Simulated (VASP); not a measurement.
Cd4TeO3, 8 atoms in the cell. It takes space group Pm-3m (No. 221, cubic). The conventional cell has a = 5.320 Å, b = 5.320 Å, c = 5.320 Å, α = 90.00°, β = 90.00°, γ = 90.00°. Around Cd (site symmetry 4/mmm) lie 2 Te at 2.66 Å and 4 O at 2.66 Å. Cd (site symmetry m-3m) is surrounded by 6 O at 2.66 Å. Around Te (site symmetry m-3m) lie 6 Cd at 2.66 Å. Around O (site symmetry 4/mmm) lie 6 Cd at 2.66 Å. The cell was built by a generator and needn't be a form met in nature.

```yaml
Program: VASP 6.6.1
Task: relaxation of cell and atoms
Functional: PBE
Potentials_or_basis: VASP PAW PBE potentials, release 64 (Cd, Te, O)
Cutoff: 520 eV
k_mesh: 3 × 3 × 3
Occupations: gaussian, width 0.15 eV
Spin: no spin polarisation
Further_INCAR_settings: PREC = Normal; ALGO = Fast; EDIFF = 0.0001; IBRION = 2; EDIFFG = -0.08; NSW = 24; ISIF = 3
```

Potentials or basis: VASP PAW PBE potentials, release 64 (Cd, Te, O).

Launch:

```console
$ cat potpaw_PBE.64/Cd/POTCAR potpaw_PBE.64/Te/POTCAR potpaw_PBE.64/O/POTCAR > POTCAR
$ mpirun -np 1 vasp_std > vasp.out
```

Hardware: 1 thread of Intel(R) Xeon(R) 6975P-C (Granite Rapids) (shared host).

**Question.** Estimate the wall time of this run.

**Answer.** Run time: 25 s on 1 thread of Intel(R) Xeon(R) 6975P-C (Granite Rapids) (shared host), peak memory 0.18 GiB. Counts: scf iterations 25, k points 4, ion steps 3.
